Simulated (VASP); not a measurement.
KBr:

```
K Br
1.0
     0.00000    3.29454    3.29454
     3.29454    0.00000    3.29454
     3.29454    3.29454    0.00000
K Br
1 1
Direct
  0.00000 0.00000 0.00000
  0.50000 0.50000 0.50000
```

The cell is a database's computed one.

* Program: VASP 6.6.1
* Task: relaxation of cell and atoms
* Functional: PBE
* Potentials or basis: VASP PAW PBE potentials, release 64 (K_sv, Br)
* Cutoff: 600 eV
* k mesh: 6 × 6 × 6
* Occupations: gaussian, width 0.02 eV
* Spin: no spin polarisation

At the start: pressure 0.9 GPa; volume 35.76 Å³/atom.

Question: Where does the relaxation end?

Answer: Over 3 steps the energy falls by 5.1 meV/atom and the volume is 37.76 Å³/atom (+5.6 %); space group Fm-3m (No. 225, to 0.05 Å).

Step by step:
```
step  energy change (eV)  largest force (eV/Å)  pressure (GPa)  volume (Å³)
   1              0.0000                0.0000            0.86        71.52
   2             -0.0077                0.0000            0.39        73.51
   3             -0.0102                0.0000            0.00        75.52
```

Final structure:
```
K Br
1.0
     0.00000    3.35485    3.35485
     3.35485    0.00000    3.35485
     3.35485    3.35485    0.00000
K Br
1 1
Direct
  0.00000 0.00000 0.00000
  0.50000 0.50000 0.50000
```
